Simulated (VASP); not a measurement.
Consider the following.

```yaml
crystal:
  lattice:
    - [0.00000, 2.89060, 2.89060]
    - [2.89060, 0.00000, 2.89060]
    - [2.89060, 2.89060, 0.00000]
  atoms:
    - { symbol: Zn, position: [0.00000, 0.00000, 0.00000] }
    - { symbol: Se, position: [0.25000, 0.25000, 0.25000] }
```

All values below come from r2SCAN meta-GGA, VASP's PBE PAW potentials (set 64) (plane waves; VASP). Run with 520 eV cut-off, 8×8×8 Γ-centred mesh, Gaussian smearing of 0.050 eV, potentials Zn Se.

### Question
Estimate the energy per atom (σ→0), pressure, band gap (on the k-mesh) with the smallest direct gap where there is one.

### Answer

| Property | Value |
|---|---|
| band gap (on the k-mesh) | 1.61 eV |
| smallest direct gap (on the k-mesh) | 1.61 eV |
| energy per atom (σ→0) | -12.439 eV/atom |
| pressure | -3.41 GPa |

The compound is ZnSe in the zinc blende structure. This cell is one point of a volume scan, at 1.06 of the reference volume.
